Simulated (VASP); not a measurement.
Input for VASP

### POSCAR
```
InSb
1
    0.0000000000     3.2400000000     3.2400000000
    3.2400000000     0.0000000000     3.2400000000
    3.2400000000     3.2400000000     0.0000000000
In Sb
1 1
Direct
  0.0000000000   0.0000000000   0.0000000000
  0.2500000000   0.2500000000   0.2500000000
```

### KPOINTS
```
K-points
0
gamma
  6 6 6
0 0 0
```

### INCAR
```
ALGO = Normal
EDIFF = 1E-6
EDIFFG = -0.01
ENCUT = 520
GGA = RP
IBRION = 2
ISIF = 3
ISMEAR = 0
LASPH = .TRUE.
LCHARG = .FALSE.
LMAXMIX = 4
LREAL = .FALSE.
LWAVE = .FALSE.
NELM = 100
NSW = 60
PREC = Accurate
SIGMA = 0.05
SYSTEM = InSb
```

POTCAR, in this order: In_d Sb (PBE.64 set). Program: vasp_std.

### Question
Write an equivalent input for Quantum ESPRESSO's pw.x.

### Answer
One equivalent input (not run):
```
&CONTROL
  calculation = 'vc-relax'
  pseudo_dir = './pseudo'
  outdir = './out'
  tprnfor = .true.
  tstress = .true.
  nstep = 60
  forc_conv_thr = 0.00039
/
&SYSTEM
  ibrav = 0
  nat = 2
  ntyp = 2
  ecutwfc = 80
  occupations = 'smearing'
  smearing = 'gaussian'
  degauss = 0.003675
  input_dft = 'rpbe'
/
&ELECTRONS
  conv_thr = 7.3e-08
  electron_maxstep = 100
/
&IONS
/
&CELL
/
ATOMIC_SPECIES
  In 114.818 In.upf
  Sb 121.760 Sb.upf
CELL_PARAMETERS angstrom
     0.0000000    3.2400000    3.2400000
     3.2400000    0.0000000    3.2400000
     3.2400000    3.2400000    0.0000000
ATOMIC_POSITIONS crystal
  In   0.0000000  0.0000000  0.0000000
  Sb   0.2500000  0.2500000  0.2500000
K_POINTS automatic
  6 6 6 0 0 0
```
Limits of the translation: the potentials are each code's own (VASP's PAW set, PseudoDojo norm-conserving files in pw.x), so ENCUT and ecutwfc are chosen apart and not converted; conv_thr bounds pw.x's estimated SCF error, while EDIFF bounds the energy change between steps; forc_conv_thr acts on force components and is met together with etot_conv_thr.

The compound is InSb in the zinc blende structure. This run relaxes it. Symmetry was kept, so distortions that lower it aren't found.
